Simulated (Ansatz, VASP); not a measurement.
# TaN: VASP beside Ansatz

One calculation is typed for both programs; each brings its own data sets. How far apart do they land? The cell is taken from a series of runs on this material, whose earlier steps may have relaxed, scaled, displaced or heated it; both programs get it as it stands.

Method: plane waves, with VASP 6.6.1 beside it; zone-centre phonons at LDA, in Ansatz 0.2.0.

### 1. Starting point

The structure is hexagonal, space group P-6m2 (No. 187). The conventional cell has a = 2.901 Å, b = 2.901 Å, c = 2.880 Å, α = 90.00°, β = 90.00°, γ = 120.00°. Nearest to N lie 6 Ta at 2.21 Å. Nearest to Ta lie 6 N at 2.21 Å. Farther neighbours and most contacts between anions are not listed.

Structure file:

```cif
data_structure
_symmetry_space_group_name_H-M 'P-6m2'
_symmetry_Int_Tables_number 187
_cell_length_a 2.9012
_cell_length_b 2.9012
_cell_length_c 2.8802
_cell_angle_alpha 90.000
_cell_angle_beta 90.000
_cell_angle_gamma 120.000
_cell_volume 20.99
loop_
_atom_site_label
_atom_site_type_symbol
_atom_site_symmetry_multiplicity
_atom_site_Wyckoff_symbol
_atom_site_fract_x
_atom_site_fract_y
_atom_site_fract_z
_atom_site_occupancy
N1 N 1 c 0.33333 0.66667 0.00000 1
Ta1 Ta 1 f 0.66667 0.33333 0.50000 1
```

### 2. VASP: zone-centre phonons, LDA

Second derivatives magnify differences that forces hide, and they need a tight electronic threshold.

Lines of VASP's logs that name or quote its potential files are left out, and so is its time.

Contents of INCAR:

```
SYSTEM = TaN
PREC = Accurate
ENCUT = 600
EDIFF = 1E-08
NELM = 120
ISMEAR = 1
SIGMA = 0.2
LREAL = .FALSE.
ALGO = Normal
GGA = PW92
NBANDS = 14
LASPH = .TRUE.
LORBIT = 11
LWAVE = .FALSE.
LCHARG = .FALSE.
ISIF = 2
IBRION = 8
GGA_COMPAT = .FALSE.
KPAR = 2
```

Contents of POSCAR:

```
TaN
1.0
    2.9012118806      0.0000000000      0.0000000000
   -1.4506059403      2.5125231904      0.0000000000
    0.0000000000      0.0000000000      2.8802116411
N Ta
1 1
Direct
    0.6666666658      0.3333333342      0.0000000000
    0.9999999991      0.0000000009      0.5000000000
```

Contents of KPOINTS:

```
Automatic mesh
0
Gamma
18 18 16
0 0 0
```

The projector-augmented-wave data sets are N and Ta_pv (LDA family, release 64).

On the command line:

```sh
mpirun -np 2 vasp_std
```

Numbers of over 12 decimals in the logs are rounded to 6 here.

Output:

```text
[banner, memory and clock lines left out]
running    2 mpi-ranks, on    1 nodes
 distrk:  each k-point on    1 cores,    2 groups
 distr:  one band on    1 cores,    1 groups

 POSCAR found type information on POSCAR N Ta
 POSCAR found :  2 types and       2 ions
|                                                                             |
|               ----> ADVICE to this user running VASP <----                  |
|                                                                             |
|     You enforced a specific xc type in the INCAR file but a different       |
|     [... a line on the potential file left out ...]
|     I HOPE YOU KNOW WHAT YOU ARE DOING!                                     |
|                                                                             |

 LDA part: xc-table for (Slater(with rela. corr.)+PW92), standard interpolation
 POSCAR, INCAR and KPOINTS ok, starting setup
 FFT: planning ... GRIDC
 FFT: planning ... GRID_SOFT
 FFT: planning ... GRID
 WAVECAR not read
 entering main loop
       N       E                     dE             d eps       ncg     rms          rms(c)
DAV:   1     0.101295863044E+03    0.10130E+03   -0.98757E+03  9324   0.134E+03
DAV:   2    -0.238307694601E+02   -0.12513E+03   -0.11866E+03 11388   0.334E+02
DAV:   3    -0.272506018792E+02   -0.34198E+01   -0.33990E+01 10716   0.518E+01
DAV:   4    -0.272667080341E+02   -0.16106E-01   -0.16103E-01 11160   0.389E+00
DAV:   5    -0.272668205998E+02   -0.11257E-03   -0.11256E-03 11070   0.305E-01    0.245E+01
DAV:   6    -0.248768800686E+02    0.23899E+01   -0.46281E+00 10200   0.252E+01    0.104E+01
DAV:   7    -0.247592256656E+02    0.11765E+00   -0.38118E-01 12618   0.587E+00    0.715E+00
DAV:   8    -0.247242647405E+02    0.34961E-01   -0.14920E-01 12300   0.340E+00    0.132E+00
DAV:   9    -0.247194789707E+02    0.47858E-02   -0.10882E-02 10032   0.887E-01    0.170E-01
DAV:  10    -0.247192759816E+02    0.20299E-03   -0.69832E-04 12036   0.308E-01    0.998E-02
DAV:  11    -0.247192520071E+02    0.23975E-04   -0.42722E-05 10428   0.649E-02    0.153E-02
DAV:  12    -0.247192520516E+02   -0.44447E-07   -0.24976E-06 12078   0.152E-02    0.284E-03
DAV:  13    -0.247192520298E+02    0.21721E-07   -0.12850E-07 10722   0.309E-03    0.148E-03
DAV:  14    -0.247192520222E+02    0.76654E-08   -0.18965E-08 11382   0.129E-03
   1 F= -.24719252E+02 E0= -.24719462E+02  d E =0.631167E-03
 Linear response reoptimize wavefunctions to high precision
DAV:   1    -0.247192520219E+02    0.21737E-09   -0.34171E-10  7584   0.196E-04
DAV:   2    -0.247192520219E+02    0.00000E+00   -0.16794E-11  6822   0.480E-05
 Linear response DOF=           4
 Linear response progress:
  Degree of freedom:   1/  4
       N       E                     dE             d eps       ncg     rms          rms(c)
RMM:   1    -0.230339333514E+00   -0.23034E+00    0.10593E-01 92969   0.286E+00
RMM:   2    -0.223993851158E+00    0.63455E-02   -0.37111E-03 70233   0.476E-01    0.181E-01
RMM:   3    -0.224856142222E+00   -0.86229E-03   -0.66056E-04 67436   0.169E-01    0.983E-02
RMM:   4    -0.226107487736E+00   -0.12513E-02   -0.34451E-04 67973   0.117E-01    0.261E-02
RMM:   5    -0.226175318045E+00   -0.67830E-04   -0.11723E-05 78040   0.250E-02    0.233E-03
RMM:   6    -0.226177202140E+00   -0.18841E-05   -0.11748E-06 77523   0.523E-03    0.667E-04
RMM:   7    -0.226170574376E+00    0.66278E-05   -0.98591E-08 78758   0.156E-03    0.278E-04
RMM:   8    -0.226172345593E+00   -0.17712E-05    0.13619E-08 78481   0.467E-04    0.908E-05
RMM:   9    -0.226171651178E+00    0.69442E-06   -0.78413E-08 76616   0.168E-04    0.166E-05
RMM:  10    -0.226171586989E+00    0.64189E-07    0.12393E-10 84307   0.554E-05    0.938E-06
RMM:  11    -0.226171642713E+00   -0.55724E-07   -0.24033E-09 79464   0.217E-05    0.247E-06
RMM:  12    -0.226171666460E+00   -0.23747E-07   -0.30135E-09 76621   0.117E-05    0.284E-06
RMM:  13    -0.226171657025E+00    0.94346E-08   -0.67215E-10 57682   0.858E-06    0.234E-06
 first order change of Fermi-energy   0.28500E-04
 force on displaced ion       1 direction 1 : -13.858   0.001   0.000
 Linear response progress:
  Degree of freedom:   2/  4
       N       E                     dE             d eps       ncg     rms          rms(c)
RMM:   1    -0.234501998726E+00   -0.23450E+00    0.15583E-01 31665   0.296E+00
RMM:   2    -0.229357251516E+00    0.51447E-02   -0.42482E-03 25160   0.498E-01    0.159E-01
RMM:   3    -0.230135538583E+00   -0.77829E-03   -0.10915E-03 23999   0.197E-01    0.809E-02
RMM:   4    -0.231403908720E+00   -0.12684E-02   -0.49569E-04 24518   0.130E-01    0.224E-02
RMM:   5    -0.231531907905E+00   -0.12800E-03   -0.19209E-05 26314   0.336E-02    0.400E-03
RMM:   6    -0.231536462236E+00   -0.45543E-05   -0.13492E-06 26791   0.809E-03    0.963E-04
RMM:   7    -0.231527939454E+00    0.85228E-05   -0.10840E-07 25618   0.224E-03    0.308E-04
RMM:   8    -0.231529695901E+00   -0.17564E-05    0.45814E-09 28153   0.678E-04    0.112E-04
RMM:   9    -0.231530402337E+00   -0.70644E-06   -0.15998E-08 27138   0.206E-04    0.226E-05
RMM:  10    -0.231530192010E+00    0.21033E-06    0.75805E-09 27994   0.645E-05    0.568E-06
RMM:  11    -0.231530230507E+00   -0.38497E-07   -0.83695E-09 27291   0.228E-05    0.112E-06
RMM:  12    -0.231530239236E+00   -0.87297E-08   -0.27102E-10 26683   0.108E-05    0.482E-07
 first order change of Fermi-energy  -0.11632E-03
 force on displaced ion       1 direction 3 :  -0.000   0.000 -14.723
 Linear response progress:
  Degree of freedom:   3/  4
       N       E                     dE             d eps       ncg     rms          rms(c)
RMM:   1    -0.130302961456E+00   -0.13030E+00    0.11577E+01 42106   0.246E+01
RMM:   2    -0.159142881735E+00   -0.28840E-01   -0.26232E-02 63778   0.148E+00    0.181E-01
RMM:   3    -0.157870745886E+00    0.12721E-02   -0.27827E-03 73693   0.349E-01    0.100E-01
RMM:   4    -0.157061047301E+00    0.80970E-03   -0.36245E-04 82325   0.122E-01    0.392E-02
RMM:   5    -0.156758217477E+00    0.30283E-03   -0.12513E-04 83773   0.327E-02    0.678E-03
RMM:   6    -0.156763893248E+00   -0.56758E-05   -0.93103E-05 79398   0.130E-02    0.136E-03
RMM:   7    -0.156763835641E+00    0.57607E-07   -0.55759E-05 86934   0.411E-03    0.398E-04
RMM:   8    -0.156766268050E+00   -0.24324E-05   -0.29753E-05 93870   0.158E-03    0.155E-04
RMM:   9    -0.156767166893E+00   -0.89884E-06   -0.14828E-05 80884   0.643E-04    0.415E-05
RMM:  10    -0.156767531903E+00   -0.36501E-06   -0.71303E-06 89645   0.304E-04    0.216E-05
RMM:  11    -0.156767613973E+00   -0.82071E-07   -0.33845E-06 93548   0.133E-04    0.578E-06
RMM:  12    -0.156767606364E+00    0.76093E-08   -0.18710E-06 83503   0.735E-05    0.333E-06
RMM:  13    -0.156767617390E+00   -0.11026E-07   -0.10042E-06 83938   0.404E-05    0.286E-06
RMM:  14    -0.156767685343E+00   -0.67953E-07   -0.57086E-07 78167   0.292E-05    0.351E-06
RMM:  15    -0.156767647031E+00    0.38311E-07   -0.29104E-07 76032   0.189E-05    0.793E-07
RMM:  16    -0.156767658678E+00   -0.11647E-07   -0.18567E-07 61960   0.116E-05    0.198E-07
RMM:  17    -0.156767659977E+00   -0.12991E-08   -0.98439E-08 49568   0.888E-06    0.876E-08
 first order change of Fermi-energy  -0.64447E-04
 force on displaced ion       2 direction 1 : -13.855   0.000   0.000
 Linear response progress:
  Degree of freedom:   4/  4
       N       E                     dE             d eps       ncg     rms          rms(c)
RMM:   1    -0.151889787899E+00   -0.15189E+00    0.99579E+00 14956   0.239E+01
RMM:   2    -0.180455529512E+00   -0.28566E-01   -0.28603E-02 21929   0.149E+00    0.137E-01
RMM:   3    -0.179921444591E+00    0.53408E-03   -0.22094E-03 25941   0.304E-01    0.731E-02
RMM:   4    -0.179502890662E+00    0.41855E-03   -0.18958E-04 27332   0.942E-02    0.228E-02
RMM:   5    -0.179390093359E+00    0.11280E-03   -0.36190E-05 28690   0.270E-02    0.655E-03
RMM:   6    -0.179369049788E+00    0.21044E-04   -0.43184E-05 27100   0.104E-02    0.686E-04
RMM:   7    -0.179371007225E+00   -0.19574E-05   -0.28496E-05 29660   0.322E-03    0.347E-04
RMM:   8    -0.179374060410E+00   -0.30532E-05   -0.16256E-05 29272   0.131E-03    0.744E-05
RMM:   9    -0.179374743251E+00   -0.68284E-06   -0.94694E-06 29461   0.524E-04    0.296E-05
RMM:  10    -0.179375098858E+00   -0.35561E-06   -0.50333E-06 28471   0.281E-04    0.831E-06
RMM:  11    -0.179375168504E+00   -0.69646E-07   -0.27208E-06 32279   0.142E-04    0.281E-06
RMM:  12    -0.179375181204E+00   -0.12701E-07   -0.16064E-06 29642   0.801E-05    0.422E-06
RMM:  13    -0.179375125289E+00    0.55916E-07   -0.98948E-07 27491   0.529E-05    0.928E-06
RMM:  14    -0.179375229892E+00   -0.10460E-06   -0.56341E-07 26339   0.417E-05    0.290E-06
RMM:  15    -0.179375340558E+00   -0.11067E-06   -0.31475E-07 28614   0.333E-05    0.448E-06
RMM:  16    -0.179375345260E+00   -0.47023E-08   -0.18807E-07 30195   0.161E-05    0.429E-06
RMM:  17    -0.179375305062E+00    0.40198E-07   -0.10976E-07 26742   0.146E-05    0.116E-06
RMM:  18    -0.179375291721E+00    0.13341E-07   -0.76481E-08 27229   0.984E-06    0.106E-07
RMM:  19    -0.179375289628E+00    0.20931E-08   -0.47429E-08 16860   0.707E-06    0.182E-07
 first order change of Fermi-energy  -0.87030E-03
 force on displaced ion       2 direction 3 :  -0.000   0.000 -14.716
 Linear response finished
```

From OUTCAR (step 2):

```text
ion  position               nearest neighbor table
   1  0.667  0.333  0.000-   2 2.21   2 2.21   2 2.21   2 2.21   2 2.21   2 2.21
   2  1.000  0.000  0.500-   1 2.21   1 2.21   1 2.21   1 2.21   1 2.21   1 2.21

  LATTYP: Found a hexagonal cell.
 ALAT       =     2.9012118806
 C/A-ratio  =     0.9927615630

 Subroutine GETGRP returns: Found 12 space group operations
 (whereof 12 operations were pure point group operations)

The static configuration has the point symmetry D_3h.

 Found    333 irreducible k-points:

   k-points           NKPTS =    333   k-points in BZ     NKDIM =    333   number of bands    NBANDS=     14

   dimension x,y,z NGX =    24 NGY =   24 NGZ =   24
   dimension x,y,z NGXF=    48 NGYF=   48 NGZF=   48

   ENCUT  =  600.0 eV  44.10 Ry    6.64 a.u.   5.79  5.79  5.75*2*pi/ulx,y,z

   NELECT =      16.0000    total number of electrons

 k-points in reciprocal lattice and weights: Automatic mesh
   0.00000000  0.00000000  0.00000000       0.000
   0.05555556 -0.00000000  0.00000000       0.001
   0.11111111 -0.00000000  0.00000000       0.001
   0.16666667 -0.00000000  0.00000000       0.001
   0.22222222 -0.00000000  0.00000000       0.001
   0.27777778 -0.00000000  0.00000000       0.001
   0.33333333  0.00000000  0.00000000       0.001
   0.38888889 -0.00000000  0.00000000       0.001
   0.44444444 -0.00000000  0.00000000       0.001
[...]
0.33333333  0.27777778  0.50000000       0.002
   0.33333333  0.33333333  0.50000000       0.000

 average (electrostatic) potential at core
       1 -61.1199       2 -35.1256

  Total        0.1941573      0.1941573     -0.8502792      0.0000000     -0.0000000     -0.0000000
  in kB       14.8166585     14.8166585    -64.8870798      0.0000000     -0.0000000     -0.0000000
  external PRESSURE =     -11.7512543 kB  Pullay stress =       0.0000000 kB

  energy-cutoff  :      600.00
  volume of cell :       20.99
      direct lattice vectors                 reciprocal lattice vectors
     2.901211881  0.000000000  0.000000000     0.344683546  0.199003138  0.000000000
    -1.450605940  2.512523190  0.000000000     0.000000000  0.398006277  0.000000000
     0.000000000  0.000000000  2.880211641     0.000000000  0.000000000  0.347196708

 POSITION                                       TOTAL-FORCE (eV/Angst)
 -----------------------------------------------------------------------------------
      1.45061      0.83751      0.00000        -0.000000      0.000000      0.000000
      2.90121      0.00000      1.44011         0.000000      0.000000      0.000000
 -----------------------------------------------------------------------------------
    total drift:                                0.000003     -0.000002      0.000000

 Eigenvectors and eigenvalues of the dynamical matrix
 ----------------------------------------------------

   1 f  =   16.639553 THz   104.549397 2PiTHz  555.035754 cm-1    68.815632 meV
             X         Y         Z           dx          dy          dz
      1.450606  0.837508  0.000000     0.000000    0.000000    0.963436
      2.901212  0.000000  1.440106     0.000000    0.000000   -0.267938

   2 f  =   16.143653 THz   101.433566 2PiTHz  538.494314 cm-1    66.764756 meV
             X         Y         Z           dx          dy          dz
      1.450606  0.837508  0.000000    -0.000000   -0.963428    0.000000
      2.901212  0.000000  1.440106    -0.000000    0.267966    0.000000

   3 f  =   16.143653 THz   101.433566 2PiTHz  538.494314 cm-1    66.764756 meV
             X         Y         Z           dx          dy          dz
      1.450606  0.837508  0.000000     0.963428   -0.000000    0.000000
      2.901212  0.000000  1.440106    -0.267966    0.000000    0.000000

   4 f/i=    0.000404 THz     0.002540 2PiTHz    0.013484 cm-1     0.001672 meV
             X         Y         Z           dx          dy          dz
      1.450606  0.837508  0.000000    -0.228655    0.139723    0.000000
      2.901212  0.000000  1.440106    -0.822093    0.502352    0.000000

   5 f/i=    0.000404 THz     0.002540 2PiTHz    0.013484 cm-1     0.001672 meV
             X         Y         Z           dx          dy          dz
      1.450606  0.837508  0.000000    -0.139723   -0.228655    0.000000
      2.901212  0.000000  1.440106    -0.502352   -0.822093    0.000000

   6 f/i=    0.000910 THz     0.005720 2PiTHz    0.030365 cm-1     0.003765 meV
             X         Y         Z           dx          dy          dz
      1.450606  0.837508  0.000000     0.000000    0.000000   -0.267938
      2.901212  0.000000  1.440106     0.000000    0.000000   -0.963436

 ELASTIC MODULI CONTR FROM IONIC RELAXATION (kBar)
 Direction    XX          YY          ZZ          XY          YZ          ZX
 --------------------------------------------------------------------------------
 XX         -11.9210     11.9210      0.0000      0.0000      0.0000      0.0000
 YY          11.9210    -11.9210      0.0000     -0.0000      0.0000      0.0000
 ZZ           0.0000      0.0000      0.0000      0.0000      0.0000      0.0000
 XY           0.0000     -0.0000      0.0000    -11.9210      0.0000      0.0000
 YZ           0.0000      0.0000      0.0000      0.0000      0.0000      0.0000
 ZX           0.0000      0.0000      0.0000      0.0000      0.0000      0.0000
 --------------------------------------------------------------------------------
```

[end of part 1 of 2]

[Lines on the potential files, build, host, timing and source positions are cut from VASP's logs without a mark.]

[Logs are printed without paths, hosts, clocks, repeated set-up lines and the standing remarks that a program may print on its own settings, such as how far it seeks lower states.]

[Hosts, paths, dates, database ids (printed as entryN), source tags and the programs' standing remarks are cut or masked in the printed files.]
